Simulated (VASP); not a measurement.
OSZICAR of a VASP run on ZrW (atoms displaced from the space group 123 structure):

OSZICAR:
```
       N       E                     dE             d eps       ncg     rms          rms(c)
DAV:   1     0.176343306759E+03    0.17634E+03   -0.10772E+04   476   0.113E+03
DAV:   2    -0.126284144718E+02   -0.18897E+03   -0.18644E+03   583   0.367E+02
DAV:   3    -0.210167184267E+02   -0.83883E+01   -0.82951E+01   817   0.638E+01
DAV:   4    -0.211321959225E+02   -0.11548E+00   -0.11538E+00   590   0.638E+00
DAV:   5    -0.211348322263E+02   -0.26363E-02   -0.26335E-02   676   0.674E-01    0.220E+01
DAV:   6    -0.204525226961E+02    0.68231E+00   -0.15426E+00   588   0.106E+01    0.891E+00
DAV:   7    -0.203247601704E+02    0.12776E+00   -0.11134E+00   640   0.632E+00    0.201E+00
DAV:   8    -0.202823230308E+02    0.42437E-01   -0.31122E-01   689   0.274E+00    0.776E-01
DAV:   9    -0.202811311393E+02    0.11919E-02   -0.11832E-02   618   0.954E-01    0.157E-01
DAV:  10    -0.202809780063E+02    0.15313E-03   -0.17247E-03   768   0.237E-01    0.671E-02
DAV:  11    -0.202809851601E+02   -0.71538E-05   -0.52440E-05   546   0.539E-02    0.196E-02
DAV:  12    -0.202809821863E+02    0.29737E-05   -0.45564E-06   529   0.186E-02    0.532E-03
DAV:  13    -0.202809812077E+02    0.97866E-06   -0.31760E-07   270   0.446E-03
   1 F= -.20280981E+02 E0= -.20274672E+02  d E =-.126189E-01
```

**Question.** Which electronic solver shows in the log?

**Answer.** It is blocked Davidson (ALGO = Normal, or the opening steps of other solvers). The INCAR had ALGO = Normal.

**Question.** Can the final energy be trusted as converged?

**Answer.** The run converged. It stopped with EDIFF = 1E-6, NELM = 100 (PBE GGA, plane waves, VASP's PBE PAW potentials (set 64)).

The structure was generated: ZrW was put into an ordered model structure, which need not be its known phase. The cell was not relaxed at this level, atoms are displaced from their ideal sites. The k-mesh is coarse (spacing up to 0.69 per Å, 2π included), so the numbers may not be converged in it. The run is one of a series of settings (KPOINTS 3×3×3 Γ-centred mesh against the base run), some of them coarse on purpose.
